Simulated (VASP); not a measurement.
```xyz
5
Lattice="3.9479 0.0000 0.0000 0.0000 3.9479 0.0000 0.0000 0.0000 3.9479" Properties=species:S:1:pos:R:3 pbc="T T T"
Ba     0.0000     0.0000     0.0000
Ti     1.9740     1.9740     1.9740
O      1.9740     0.0000     1.9740
O      0.0000     1.9740     1.9740
O      1.9740     1.9740     0.0000
```

Method: AM05 GGA, VASP's PBE PAW potentials (set 64) (plane waves; VASP). Numerical set-up: 520 eV cut-off, 6×6×6 Γ-centred mesh, Gaussian smearing of 0.050 eV, potentials Ba_sv Ti_sv O.

Task: Give the stress tensor in GPa (positive for a compressed cell).

Result: 
```
5.84  0.00  0.00
0.00  5.84  0.00
0.00  0.00  5.84
```
The pressure is its mean diagonal, 5.84 GPa.

The compound is BaTiO3 in the cubic perovskite structure, the ideal cubic form; the compound distorts at low or room temperature. This cell is one point of a volume scan, at 0.97 of the reference volume.
